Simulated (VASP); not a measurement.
**AlInSb₂ (space group P-4m2): computed properties**

The numbers are results of PBEsol GGA, VASP's PBE PAW potentials (set 64) (plane waves; VASP), not measurements.

```json
{
 "space_group": "P-4m2 (115)",
 "cell": "a = b = 4.4923 Å, c = 6.2972 Å, α = β = γ = 90.00°",
 "volume_per_atom": "31.77 Å³/atom",
 "band gap (over mesh and band path)": "0.51 eV",
 "smallest direct gap (over mesh and band path)": "0.51 eV",
 "hill_bulk_modulus": "48.7 GPa",
 "hill_shear_modulus": "24.4 GPa",
 "Poisson's ratio": "0.285",
 "band_edge_character_without_spin_orbit_coupling": "direct, Γ to Γ",
 "band_gap_with_spin_orbit_coupling": "0.28 eV",
 "density": "5.03 g/cm³",
 "optical Γ-point spectrum": "46 (×2), 144, 171, 176 (×2), 297 (×2), 307 cm⁻¹",
 "C11": "87.2 GPa",
 "C12": "22.9 GPa",
 "C13": "37.6 GPa",
 "C33": "68.5 GPa",
 "C44": "31.6 GPa",
 "C66": "17.0 GPa"
}
```

```
CELL_PARAMETERS angstrom
      4.49234     0.00000     0.00000
      0.00000     4.49234     0.00000
      0.00000     0.00000     6.29720
ATOMIC_POSITIONS crystal
  Al 0.00000 0.00000 0.00000
  In 0.50000 0.50000 0.50000
  Sb 0.00000 0.50000 0.23338
  Sb 0.50000 0.00000 0.76662
```

Unless said otherwise, spin-orbit coupling is left out, though it shifts the bands of the heavy elements here.

The structure comes from a computed database's AlInSb2 entry (P-4m2); how it stands against other phases isn't given here. It was relaxed first. Symmetry was kept, so distortions that lower it aren't found.
